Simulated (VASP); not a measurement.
Data:

```
CuF
1.0
    2.72820     0.00000     0.00000
    0.00000     2.72820     0.00000
    0.00000     0.00000     2.72820
Cu F
1 1
Direct
  0.00000   0.00000   0.00000
  0.50000   0.50000   0.50000
```

Level of theory: PBEsol GGA, VASP's PBE PAW potentials (set 64) (plane waves; VASP). Run with 620 eV cut-off, 13×13×13 Γ-centred mesh, first-order Methfessel-Paxton smearing of 0.10 eV, potentials Cu F.

Question: Predict the energy per atom (σ→0), band gap (on the k-mesh) with the smallest direct gap where there is one.

Answer: 
| Item | Value |
|---|---|
| band gap (on the k-mesh) | none (metal, semimetal or under 0.01 eV) |
| energy per atom (σ→0) | -3.827 eV/atom |

Only differences to runs with the same potentials and settings are physical.

The structure was generated: CuF was put into the CsCl type type (Pm-3m), which need not be its known phase. It was relaxed first, which changed the volume by +37 %.
